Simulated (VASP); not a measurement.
Input:

```
CELL_PARAMETERS angstrom
      0.00000     3.29362     3.29362
      3.29362     0.00000     3.29362
      3.29362     3.29362     0.00000
ATOMIC_POSITIONS crystal
  Na 0.25000 0.25000 0.25000
  Na 0.75000 0.75000 0.75000
  S  0.00000 0.00000 0.00000
```

Calculation: rev-vdW-DF2, VASP's PBE PAW potentials (set 64) (plane waves; VASP). Settings: 520 eV cut-off, 6×6×6 Γ-centred mesh, Gaussian smearing of 0.050 eV, potentials Na_pv S.

Q: The job: Na2S (antifluorite), 3 atoms, rev-vdW-DF2, static run, 520 eV, 6×6×6 Γ-centred mesh. Roughly how much core time does it take on a busy server core?

A: About 60 core-seconds (one run on a shared machine, a rough figure). It had 16 irreducible k-points, 14 bands, up to 1964 plane waves and 15 electronic steps.

The compound is Na2S in the antifluorite structure. This cell is one point of a volume scan, at 1.03 of the reference volume.
